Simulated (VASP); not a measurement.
Level of theory: optB86b-vdW, VASP's PBE PAW potentials (set 64) (plane waves; VASP).

A VASP calculation is set up with these files.

POSCAR:
```
CuI
1.0
  0.0000000000   3.0250000000   3.0250000000
  3.0250000000   0.0000000000   3.0250000000
  3.0250000000   3.0250000000   0.0000000000
Cu I
1 1
Direct
  0.0000000000   0.0000000000   0.0000000000
  0.2500000000   0.2500000000   0.2500000000
```

KPOINTS:
```
Automatic mesh
0
Gamma
7 7 7
0 0 0
```

INCAR:
```
# general
SYSTEM   = CuI
PREC     = Accurate
ENCUT    = 520
LREAL    = .FALSE.
LASPH    = .TRUE.

# electronic loop
EDIFF    = 1E-6
NELM     = 100
ALGO     = Normal
LMAXMIX  = 4

# smearing
ISMEAR   = 0
SIGMA    = 0.05

# functional
GGA      = MK
LUSE_VDW = .TRUE.
AGGAC    = 0.0
PARAM1   = 0.1234
PARAM2   = 1.0

# ions
IBRION   = 2
NSW      = 60
ISIF     = 3
EDIFFG   = -0.01

# output
LWAVE    = .FALSE.
LCHARG   = .FALSE.
```

POTCAR, in this order: Cu I (PBE.64 set). Program: vasp_std.

Unless said otherwise, spin-orbit coupling is left out, though it shifts the bands of the heavy elements here.

### Question
Estimate the energy per atom (σ→0), volume per atom, band gap (on the k-mesh).

### Answer

```
Quantity                           Value
------------------------  --------------
energy per atom (σ→0)     -0.399 eV/atom
band gap (on the k-mesh)         1.16 eV
volume per atom            27.22 Å³/atom
```

OSZICAR:
```
...
DAV:   3    -0.800337575513E+00    0.35920E-01   -0.18214E-01   520   0.157E+01    0.342E-01
DAV:   4    -0.798548859223E+00    0.17887E-02   -0.12079E-02   673   0.887E-01    0.188E-01
DAV:   5    -0.798192795172E+00    0.35606E-03   -0.97183E-04   742   0.981E-01    0.136E-01
DAV:   6    -0.798119611405E+00    0.73184E-04   -0.17302E-04   800   0.173E-01    0.619E-02
DAV:   7    -0.798088068495E+00    0.31543E-04   -0.68404E-05   827   0.272E-01    0.113E-02
DAV:   8    -0.798089308270E+00   -0.12398E-05   -0.14263E-05   548   0.383E-02    0.135E-02
DAV:   9    -0.798088824875E+00    0.48340E-06   -0.10280E-06   345   0.209E-02
   2 F= -.79808882E+00 E0= -.79808882E+00  d E =-.186605E-02
```

The compound is CuI in the zinc blende structure. This run relaxes it. Symmetry was kept, so distortions that lower it aren't found.
